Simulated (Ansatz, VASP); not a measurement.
**One calculation of SiF, two programs**

Contents of INCAR:

```
SYSTEM = SiF
AGGAC    = 1.0          
AGGAX    = 1.0          
ALDAC    = 0.0          
ALDAX    = 1.0          
ALGO     = Normal         ! electronic algorithm
EDIFF    = 1E-6           ! SCF threshold, eV
EDIFFG   = -0.01          ! ionic threshold
ENCUT    = 600            ! plane-wave cutoff, eV
GGA      = B5             ! functional
IBRION   = 2              ! ionic algorithm
ISIF     = 3              ! what is computed and relaxed
ISMEAR   = -1             ! smearing method
LASPH    = .True.         ! aspherical terms in the spheres
LCHARG   = .False.        ! write CHGCAR
LREAL    = .False.        ! projectors in reciprocal space
LWAVE    = .False.        ! write WAVECAR
NELM     = 80             ! most SCF steps
NSW      = 40             ! ionic steps
PREC     = Accurate       ! precision mode
SIGMA    = 0.05           ! smearing width, eV
```

Contents of KPOINTS:

```
k-points
0
Gamma
  9 9 9
  0 0 0
```

The input POSCAR:

```
SiF
1.0
    3.0286000000      0.0000000000      0.0000000000
    0.0000000000      3.0286000000      0.0000000000
    0.0000000000      0.0000000000      3.0286000000
Si F
1 1
Direct
    0.5000000000      0.5000000000      0.5000000000
    0.0000000000      0.0000000000      0.0000000000
```

Contents of input.yaml:

```yaml
crystal:
  lattice:
    - [3.0286, 0.0, 0.0]
    - [0.0, 3.0286, 0.0]
    - [0.0, 0.0, 3.0286]
  atoms:
    - { symbol: Si, position: [0.5, 0.5, 0.5] }
    - { symbol: F, position: [0.0, 0.0, 0.0] }
hamiltonian:
  xc: blyp
  pseudopotentials: { kind: paw }
kpoints:
  mp_grid: { grid: [9, 9, 9] }
scf:
  occupations: { method: fermi_dirac, width: 0.05 }
output:
  forces: true
  stress: true
  eigenvalues: true
  write_density: true
  write_potential: true
  elf: true
  volumetric_format: npy
relax:
  f_tol: 0.01
  max_steps: 40
  cell: { stress_tol: 0.05 }
```

The cell was built by a generator and needn't be a form met in nature.

Alike in both runs: task relaxation of cell and atoms; functional BLYP; k mesh 9 × 9 × 9; occupations fermi-dirac, width 0.05 eV; no spin polarisation.

```csv
,VASP,Ansatz
version,VASP 6.6.1,Ansatz 0.2.0
potentials or method,"VASP PAW PBE potentials, release 64 (Si, F)",Ansatz PAW
plane-wave cutoff (eV),600,420
valence electrons in the cell,11,11
```

```tsv
	VASP	Ansatz	Ansatz less VASP
gap on the k mesh at the Fermi level, each at its own relaxed structure (eV)	none	none	-
relaxed volume (Å³/atom)	15.08	15.11	+0.026
relaxed cell length with the largest relative difference (Å)	3.113	3.115	+0.0018
energy change over the relaxation (meV/atom)	-20	-21	-0.8
```

A gap of «none» marks a metal or a gap that the smearing closes.

Caveats: an odd number of electrons without spin polarisation forces a metal; a magnetic or distorted state may lie lower; the PAW data sets were made with another functional, which shifts forces and pressure a little (VASP); the plane-wave basis is chosen anew once the cell has moved, so the energies of steps on either side of that aren't comparable (Ansatz); the pressure holds a Pulay correction of +0.5 GPa for the finite cutoff (Ansatz); the PAW data sets come from PBE, with cores solved anew for the run's functional, which leaves a small shift of forces and pressure (Ansatz).
